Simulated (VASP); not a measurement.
```
Ni3Si
1.0
    3.49718     0.00000     0.00000
    0.00000     3.49718     0.00000
    0.00000     0.00000     3.49718
Si Ni
1 3
Cartesian
  0.00000   0.00000   0.00000
  0.00000   1.74859   1.74859
  1.74859   0.00000   1.74859
  1.74859   1.74859   0.00000
```

All values below come from PBEsol GGA, VASP's PBE PAW potentials (set 64) (plane waves; VASP). Numerical set-up: 520 eV cut-off, 9×9×9 Γ-centred mesh, first-order Methfessel-Paxton smearing of 0.10 eV, potentials Si Ni.

**Question.** Estimate the energy per atom (σ→0), pressure, band gap (on the k-mesh) with the smallest direct gap where there is one.

**Answer.** 
- band gap (on the k-mesh): none (metal, semimetal or under 0.01 eV)
- energy per atom (σ→0): -6.566 eV/atom
- pressure: -68.0 kbar

Only differences to runs with the same potentials and settings are physical.

The compound is Ni3Si in the L1_2 structure. This cell is one point of a volume scan, at 1.03 of the reference volume. The run is not spin-polarised, so no magnetic state was tried.
